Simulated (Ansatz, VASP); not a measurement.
# Cross-check of SnTe between VASP and Ansatz, part 2 of 2

Wanted: the spread between two codes on one cell, functional and k mesh. The cell is taken from a series of runs on this material, whose earlier steps may have relaxed, scaled, displaced or heated it; both programs get it as it stands.

VASP 6.6.1 and Ansatz 0.2.0.

So far: Starting point; VASP: zone-centre phonons, PBEsol, pair 1; Ansatz: zone-centre phonons, PBEsol, pair 1; Side by side.

## (5) VASP: zone-centre phonons, PBEsol, pair 2

Level of this step: PBEsol; plane waves and PAW (Sn_d, Te) (VASP).

Second derivatives magnify differences that forces hide, and they need a tight electronic threshold. The cell compared in this pair holds 57.19 Å³, against 55.95 Å³ for the pair before.

File INCAR:

```
SYSTEM = SnTe
PREC = Accurate
ENCUT = 500
EDIFF = 1E-08
NELM = 120
ISMEAR = 0
SIGMA = 0.01
LREAL = .FALSE.
ALGO = Normal
GGA = PS
NBANDS = 16
LORBIT = 11
LWAVE = .FALSE.
LCHARG = .FALSE.
ISIF = 2
IBRION = 8
LASPH = .TRUE.
GGA_COMPAT = .FALSE.
EFERMI = MIDGAP
KPAR = 2
```

File POSCAR:

```
SnTe
1.0
    0.0000000000      3.0579467274      3.0579467274
    3.0579467274      0.0000000000      3.0579467274
    3.0579467274      3.0579467274      0.0000000000
Sn Te
1 1
Direct
    0.0000000000      0.0000000000      0.0000000000
    0.5000000000      0.5000000000      0.5000000000
```

File KPOINTS:

```
Automatic mesh
0
Gamma
12 12 12
0 0 0
```

The projector-augmented-wave data sets are Sn_d and Te (PBE family, release 64).

Command:

```
$ mpirun -np 2 vasp_std
```

Numbers of over 12 decimals in the logs are rounded to 6 here.

What it wrote:

```text
[banner, memory and clock lines left out]
running    2 mpi-ranks, on    1 nodes
[...]
[... a notice as in an earlier step ...]

 LDA part: xc-table for (Slater+PW92), standard interpolation
 POSCAR, INCAR and KPOINTS ok, starting setup
[...]
entering main loop
       N       E                     dE             d eps       ncg     rms          rms(c)
DAV:   1     0.119925389155E+03    0.11993E+03   -0.94565E+03  2336   0.143E+03
DAV:   2     0.135090440273E+01   -0.11857E+03   -0.11582E+03  2520   0.349E+02
DAV:   3    -0.805278287973E+01   -0.94037E+01   -0.93737E+01  2992   0.859E+01
DAV:   4    -0.829802163072E+01   -0.24524E+00   -0.24520E+00  2704   0.151E+01
[...]
DAV:  14    -0.826904330564E+01   -0.92184E-07   -0.48044E-09  1664   0.408E-04    0.310E-04
DAV:  15    -0.826904331971E+01   -0.14068E-07   -0.11203E-09  1640   0.325E-04    0.788E-05
DAV:  16    -0.826904331814E+01    0.15698E-08   -0.28236E-10  1560   0.146E-04
   1 F= -.82690433E+01 E0= -.82690433E+01  d E =-.580005-106
[...]
RMM:  15    -0.219602436104E+00    0.14621E-06    0.24763E-08  9923   0.194E-05    0.158E-05
RMM:  16    -0.219602413015E+00    0.23089E-07    0.11912E-08 11035   0.111E-05    0.583E-06
RMM:  17    -0.219602408856E+00    0.41590E-08    0.36705E-09  7578   0.719E-06    0.253E-06
 first order change of Fermi-energy   0.20307E-03
 force on displaced ion       1 direction 1 :  -1.174   0.000   0.000
 Linear response progress:
  Degree of freedom:   2/  2
       N       E                     dE             d eps       ncg     rms          rms(c)
RMM:   1    -0.463546902540E-01   -0.46355E-01    0.65518E-02 11081   0.926E-01
RMM:   2    -0.466811279689E-01   -0.32644E-03   -0.20894E-03  9758   0.235E-01    0.732E-02
RMM:   3    -0.468549200828E-01   -0.17379E-03   -0.17310E-04  9941   0.692E-02    0.526E-02
RMM:   4    -0.471161550796E-01   -0.26123E-03   -0.24563E-05  9786   0.336E-02    0.653E-03
[...]
RMM:  10    -0.471250941795E-01   -0.29267E-07    0.34628E-07 10733   0.180E-05    0.397E-06
RMM:  11    -0.471250823467E-01    0.11833E-07    0.43918E-08 10108   0.648E-06    0.117E-06
RMM:  12    -0.471250858770E-01   -0.35302E-08   -0.55878E-09  8402   0.355E-06    0.205E-07
 first order change of Fermi-energy  -0.16756E-03
 force on displaced ion       2 direction 1 :  -1.203   0.000   0.000
 Linear response finished
```

OUTCAR, selected parts (step 5):

```text
  Total        1.7097694      1.7097694      1.7097694      0.0000000     -0.0000000      0.0000000
  in kB       47.8992134     47.8992134     47.8992134      0.0000000     -0.0000000      0.0000000
  external PRESSURE =      47.8992134 kB  Pullay stress =       0.0000000 kB

 POSITION                                       TOTAL-FORCE (eV/Angst)
 -----------------------------------------------------------------------------------
      0.00000      0.00000      0.00000         0.000000      0.000000      0.000000
      3.05795      3.05795      3.05795        -0.000000     -0.000000     -0.000000
 -----------------------------------------------------------------------------------
    total drift:                                0.000000     -0.000000     -0.000000

[... 1 part as in an earlier step ...]

[... 1 further part left out ...]
```

## (6) Ansatz: zone-centre phonons, PBEsol, pair 2

The same cell, functional and mesh now go to Ansatz, which takes its cutoff from its data sets.

The cell is taken from a series of runs on this material, whose earlier steps may have relaxed, scaled, displaced or heated it; both programs get it as it stands.

File input.yaml:

```yaml
crystal:
  lattice:
    - [0.0, 3.0579467274, 3.0579467274]
    - [3.0579467274, 0.0, 3.0579467274]
    - [3.0579467274, 3.0579467274, 0.0]
  atoms:
    - { symbol: Sn, position: [0.0, 0.0, 0.0] }
    - { symbol: Te, position: [0.5, 0.5, 0.5] }
kpoints:
  mp_grid: { grid: [12, 12, 12] }
hamiltonian:
  xc: pbesol
  pseudopotentials: { kind: paw, azcp: { folder: soft_1 }, xc_functional: pbe }
scf:
  occupations: { method: fixed }
output:
  eigenvalues: true
phonons:
  method: dfpt
```

Command:

```
$ ansatz run input.yaml --threads 4 --pin off --max-ram 10240MiB --backend cpu --events-out ev --progress --plain --runs-dir out
```

What it wrote:

```text
[...]
Crystal: 2 atoms, lattice volume = 57.190 Å³
Basis set: ecut = 420 eV, 1139 PW (Γ), exchange–correlation on 60×60×60 points (8 copies of the dense FFT grid, shifted against one another)
Bands: 19, of which v1, the nominal top of the filled ones, is band 15 counted from 1 (14 counted from 0)
Symmetry: 48 space group operations
k-points: 163 of 1728 (irreducible under 8 space group operations, time reversal used)
[...]
k-point 1: bands = [... 11 lower, 6.1255, 8.6036, 8.6036, 8.9936, 14.0995, 14.0995, 14.1274, 15.4836]
  k-point 2: bands = [... 11 lower, 5.1401, 8.6367, 8.6367, 9.6269, 13.3085, 13.3085, 13.4035, 15.5270]
  k-point 162: bands = [... 11 lower, 3.2622, 5.5455, 5.5455, 10.1770, 11.8035, 15.5323, 15.5323, 17.4770]
[...]
ASR residual: 4.778e-5 → 0.000e0 eV/Å²; symmetrization residual: 7.084e-6 eV/Å²
  ASR residual per site (eV/Å²): 3.69e-6 4.78e-5
  Γ frequencies (cm⁻¹): 0.00 0.00 0.00 71.41 71.41 71.41
[...]
[key lines of the parts left out:]
SCF converged after 8 iterations
Free energy (F): -12851.939147 eV
Fermi energy:    10.867517 eV
```

## (7) Differences

What differs besides the data sets and the points named for the pairs above, as far as they apply: the data sets hold 30 valence electrons in Ansatz (on its PAW soft_1 files) and 20 in VASP. Total energies have different zeros and are not compared.

The two programs side by side:

| quantity | Ansatz | VASP | difference |
| --- | --- | --- | --- |
| optical mode 1 to 3 (cm⁻¹) | 71.4 | 72.5 | -1.47 % |

Modes are paired by rising frequency, not by their patterns, so a pair may set unlike modes beside each other; they are those without the splitting of longitudinal modes.

## (8) Summary of results

| Property | Result |
| --- | --- |
| r.m.s. difference of the optical zone-centre modes, each program's sorted by frequency (zone-centre phonons, PBEsol, pair 1) | 1.1 cm⁻¹ |
| difference in optical mode 1 to 3 (zone-centre phonons, PBEsol, pair 1) | -1.4 % |
| r.m.s. difference of the optical zone-centre modes, each program's sorted by frequency (zone-centre phonons, PBEsol, pair 2) | 1.1 cm⁻¹ |
| difference in optical mode 1 to 3 (zone-centre phonons, PBEsol, pair 2) | -1.5 % |

**Reading.** The r.m.s. difference of the optical zone-centre modes, each program's sorted by frequency is 1.1 cm⁻¹ (zone-centre phonons, PBEsol, pair 1). The data sets hold unlike numbers of valence electrons (30 in Ansatz and 20 in VASP), so part of the differences may come from the potentials. Among the rows given in per cent, the largest difference of the zone-centre phonons, PBEsol, pair 1 pair is in optical mode 1 to 3, -1.4 %. Among the rows given in per cent, the largest difference of the zone-centre phonons, PBEsol, pair 2 pair is in optical mode 1 to 3, -1.5 %. How closely two codes agree says nothing of how well the functional describes the real material.

[Lines on the potential files, build, host, timing and source positions are cut from VASP's logs without a mark.]

[Logs are printed without paths, hosts, clocks, repeated set-up lines and the standing remarks that a program may print on its own settings, such as how far it seeks lower states.]

[Hosts, paths, dates, database ids (printed as entryN), source tags and the programs' standing remarks are cut or masked in the printed files.]
